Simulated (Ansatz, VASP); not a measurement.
# HF (liquid hydrogen fluoride at 293 K): VASP beside Ansatz, part 2 of 2

Wanted: the spread between two codes on one cell, functional and k mesh. The cell is taken from a series of runs on this material, whose earlier steps may have relaxed, scaled, displaced or heated it; both programs get it as it stands.

VASP 6.6.1 and Ansatz 0.2.0.

So far. Step 3 (VASP: single point, PBE, pair 1): The run ends at a pressure of 4.06 GPa, with forces up to 5.1 eV/Å.

### 5. Ansatz: single point, PBE, pair 2

Level of this step: Ansatz beside VASP: Kohn-Sham DFT, plane waves, PBE (Ansatz).

A single point gives forces, pressure and levels at one fixed geometry, so differences don't come from the geometry; what else differs is listed under the comparison.

The cell is taken from a series of runs on this material, whose earlier steps may have relaxed, scaled, displaced or heated it; both programs get it as it stands.

input.yaml reads:

```yaml
crystal:
  lattice:
    - [12.10814, 0.0, 0.0]
    - [0.0, 12.10814, 0.0]
    - [0.0, 0.0, 12.10814]
  atoms:
    - { symbol: F, position: [0.79867, 0.12753, 0.81323] }
    - { symbol: H, position: [0.86677, 0.16954, 0.82576] }
    - { symbol: F, position: [0.46439, 0.3845, 0.62578] }
    - { symbol: H, position: [0.40732, 0.3682, 0.67742] }
    - { symbol: F, position: [0.2933, 0.34738, 0.99015] }
    - { symbol: H, position: [0.26955, 0.3741, 0.06095] }
    - { symbol: F, position: [0.40354, 0.08016, 0.2148] }
    - { symbol: H, position: [0.32168, 0.08429, 0.20815] }
    - { symbol: F, position: [0.13026, 0.24768, 0.59046] }
    - { symbol: H, position: [0.17138, 0.18607, 0.60942] }
    - { symbol: F, position: [0.74246, 0.59273, 0.65367] }
    - { symbol: H, position: [0.81185, 0.57666, 0.61665] }
    - { symbol: F, position: [0.82141, 0.47603, 0.25053] }
    - { symbol: H, position: [0.85063, 0.54151, 0.28623] }
    - { symbol: F, position: [0.21507, 0.74616, 0.88156] }
    - { symbol: H, position: [0.20495, 0.69749, 0.94055] }
    - { symbol: F, position: [0.81971, 0.77898, 0.56848] }
    - { symbol: H, position: [0.79403, 0.85187, 0.56632] }
    - { symbol: F, position: [0.24746, 0.87146, 0.55768] }
    - { symbol: H, position: [0.32312, 0.88954, 0.56982] }
    - { symbol: F, position: [0.95864, 0.90106, 0.404] }
    - { symbol: H, position: [0.99727, 0.83433, 0.41064] }
    - { symbol: F, position: [0.87164, 0.26287, 0.36863] }
    - { symbol: H, position: [0.91962, 0.20274, 0.37839] }
    - { symbol: F, position: [0.72391, 0.33493, 0.49066] }
    - { symbol: H, position: [0.78579, 0.31023, 0.44768] }
    - { symbol: F, position: [0.12303, 0.58679, 0.0193] }
    - { symbol: H, position: [0.09588, 0.53355, 0.96424] }
    - { symbol: F, position: [0.14169, 0.55512, 0.61049] }
    - { symbol: H, position: [0.18566, 0.48951, 0.58907] }
[... 72 atom lines left out ...]
    - { symbol: F, position: [0.30394, 0.34742, 0.74866] }
    - { symbol: H, position: [0.29281, 0.35641, 0.82689] }
    - { symbol: F, position: [0.32871, 0.27975, 0.32416] }
    - { symbol: H, position: [0.38547, 0.28551, 0.37651] }
    - { symbol: F, position: [0.00743, 0.10256, 0.35703] }
    - { symbol: H, position: [0.98909, 0.02675, 0.3751] }
kpoints:
  mp_grid: { grid: [1, 1, 1] }
hamiltonian:
  xc: pbe
scf:
  occupations: { method: fermi_dirac, width: 0.025 }
output:
  forces: true
  stress: true
  populations: true
  dos:
    method: { smearing: { sigma: 0.15 } }
    de: 0.1
    projected: { site_lists: { F: [F], H: [H] } }
  eigenvalues: true
  write_density: true
  write_potential: true
  volumetric_format: npy
  elf: true
```

Launch:

```
$ ansatz run input.yaml --threads 4 --pin off --max-ram 8192MiB --backend cpu --events-out ev --progress --plain --runs-dir out
```

Numbers of over 12 decimals in the logs are rounded to 6 here.

Output:

```text
[...]
Crystal: 108 atoms, lattice volume = 1775.139 Å³
Basis set: ecut = 420 eV, 34697 PW (Γ), exchange–correlation on 162×162×162 points (8 copies of the dense FFT grid, shifted against one another)
Bands: 324, of which v1, the nominal top of the filled ones, is band 216 counted from 1 (215 counted from 0)
Symmetry: 1 space group operations
[...]
k-points: 1
[...]
P = ⅓ Tr σ = -0.8551 GPa (-8.551 kbar)
--- Band table (eV) ---
  k-point 0: bands = [... 212 lower, -5.8896, -5.7781, -5.7146, -5.5615, 0.7463, 1.6182, 1.7865, 1.9825, ... 104 higher]
--- Löwdin populations: 108 sites ---
  site symbol       q [e]
     0      F      7.4083
     1      H      0.4990
     2      F      7.4325
     3      H      0.5222
     4      F      7.4786
     5      H      0.5101
     6      F      7.4469
     7      H      0.5051
[...]
104      F      7.4203
   105      H      0.5021
   106      F      7.4358
   107      H      0.5068
  spilling = 0.006951 (of n_electrons = 432.000000)
```

### 6. VASP: single point, PBE, pair 2

The same cell, functional, mesh and smearing now go to VASP, with its own data sets.

INCAR reads:

```
SYSTEM = HF
PREC = Accurate
ENCUT = 600
EDIFF = 1E-06
NELM = 120
ISMEAR = -1
SIGMA = 0.025
LREAL = Auto
ALGO = Normal
GGA = PE
NBANDS = 296
LORBIT = 11
LWAVE = .FALSE.
LCHARG = .FALSE.
ISIF = 2
LASPH = .TRUE.
GGA_COMPAT = .FALSE.
EFERMI = MIDGAP
NCORE = 2
```

POSCAR reads:

```
HF
1.0
   12.1081400000      0.0000000000      0.0000000000
    0.0000000000     12.1081400000      0.0000000000
    0.0000000000      0.0000000000     12.1081400000
F H
54 54
Direct
    0.7986700000      0.1275300000      0.8132300000
    0.4643900000      0.3845000000      0.6257800000
    0.2933000000      0.3473800000      0.9901500000
    0.4035400000      0.0801600000      0.2148000000
    0.1302600000      0.2476800000      0.5904600000
    0.7424600000      0.5927300000      0.6536700000
    0.8214100000      0.4760300000      0.2505300000
    0.2150700000      0.7461600000      0.8815600000
    0.8197100000      0.7789800000      0.5684800000
    0.2474600000      0.8714600000      0.5576800000
    0.9586400000      0.9010600000      0.4040000000
    0.8716400000      0.2628700000      0.3686300000
    0.7239100000      0.3349300000      0.4906600000
    0.1230300000      0.5867900000      0.0193000000
    0.1416900000      0.5551200000      0.6104900000
    0.6392400000      0.8199300000      0.3936200000
    0.5498200000      0.8936200000      0.2055400000
    0.8501400000      0.3769500000      0.9507400000
    0.8878500000      0.0172500000      0.6345700000
    0.6830400000      0.9376300000      0.6370400000
    0.6557700000      0.4447300000      0.7642900000
    0.1889800000      0.0703700000      0.1702700000
    0.2354200000      0.3988300000      0.1907300000
    0.4213700000      0.5291500000      0.0849300000
    0.9421800000      0.4815900000      0.5809000000
    0.4889200000      0.8495200000      0.5833900000
    0.0045200000      0.1908600000      0.8447400000
    0.2018900000      0.1173100000      0.8892800000
    0.0218300000      0.0079500000      0.0681700000
    0.0863300000      0.9599500000      0.6796200000
[... 72 atom lines left out ...]
    0.0856300000      0.3673700000      0.8210300000
    0.3666300000      0.6316300000      0.1663700000
    0.8287900000      0.7302300000      0.4175900000
    0.2928100000      0.3564100000      0.8268900000
    0.3854700000      0.2855100000      0.3765100000
    0.9890900000      0.0267500000      0.3751000000
```

KPOINTS reads:

```
Automatic mesh
0
Gamma
1 1 1
0 0 0
```

The projector-augmented-wave data sets are F and H (PBE family, release 64).

Launch:

```
$ mpirun -np 8 vasp_gam
```

Output:

```text
[... set-up lines as in an earlier step ...]
 entering main loop
       N       E                     dE             d eps       ncg     rms          rms(c)
DAV:   1     0.426636614587E+04    0.42664E+04   -0.26277E+05   640   0.151E+03
DAV:   2    -0.522527668124E+02   -0.43186E+04   -0.41705E+04   728   0.361E+02
DAV:   3    -0.464790583435E+03   -0.41254E+03   -0.40994E+03   696   0.115E+02
DAV:   4    -0.471096387272E+03   -0.63058E+01   -0.62875E+01   688   0.161E+01
[...]
DAV:  18    -0.442871011271E+03    0.44068E-05   -0.25496E-05   664   0.182E-02    0.446E-03
DAV:  19    -0.442871010100E+03    0.11710E-05   -0.44729E-06   648   0.848E-03    0.391E-03
DAV:  20    -0.442871009271E+03    0.82856E-06   -0.10381E-06   456   0.569E-03
   1 F= -.44287101E+03 E0= -.44287101E+03  d E =0.000000E+00
```

Parts of OUTCAR (step 6):

```text
  FREE ENERGIE OF THE ION-ELECTRON SYSTEM (eV)
  ---------------------------------------------------
  free  energy   TOTEN  =      -442.8710092714 eV

  energy  without entropy=     -442.8710092714  energy(sigma->0) =     -442.87100927

[... 1 part as in an earlier step ...]
```

The run ends at a pressure of -0.86 GPa, with forces up to 3.2 eV/Å.

### 7. Differences

What differs besides the data sets and the points named for the pairs above, as far as they apply: the cutoff is 420 eV in Ansatz and 600 eV in VASP (PREC = Accurate, projectors in real space). Total energies have different zeros and are not compared.

The two programs side by side:

```tsv
quantity	Ansatz	VASP	difference
pressure (GPa)	-0.86	-0.86	0.00
gap on the k mesh (eV)	6.308	6.281	+0.027
```

Forces on 7 of the 108 atoms, those with the largest forces and the largest differences (eV/Å; atoms numbered as in POSCAR):

```tsv
atom	Ansatz x, y, z	VASP x, y, z
F5	-1.708, 1.113, -0.361	-1.836, 1.392, -0.454
F19	2.138, -0.750, -0.134	1.979, -0.712, -0.142
F40	1.500, 2.229, 0.467	1.769, 2.575, 0.529
F44	0.796, 0.504, -1.629	0.924, 0.562, -1.967
H59	1.390, -1.592, 0.548	1.546, -1.868, 0.633
H94	-1.326, -2.186, -0.396	-1.586, -2.541, -0.471
H98	-0.952, -0.488, 1.595	-1.083, -0.544, 1.950
```

The forces differ by 135 meV/Å r.m.s., which is 18.9 % of the r.m.s. force of 0.715 eV/Å (both taken over all components). A gap on the mesh is an upper bound, since the band edges may lie between its points.

### 8. What came out

```yaml
r_m_s_force_difference_single_point_pbe_pair_1: 16 % of the r.m.s. force
r_m_s_force_difference_single_point_pbe_pair_2: 19 % of the r.m.s. force
```

**Reading.** The r.m.s. force difference is 19 % of the r.m.s. force (single point, PBE, pair 2), beyond the 3 % picked in this series as the mark of a large difference. What causes the difference of the single point, PBE, pair 1 pair stays open here. What causes the difference of the single point, PBE, pair 2 pair stays open here. How closely two codes agree says nothing of how well the functional describes the real material.

[Lines on the potential files, build, host, timing and source positions are cut from VASP's logs without a mark.]

[Logs are printed without paths, hosts, clocks, repeated set-up lines and the standing remarks that a program may print on its own settings, such as how far it seeks lower states.]

[Hosts, paths, dates, database ids (printed as entryN), source tags and the programs' standing remarks are cut or masked in the printed files.]
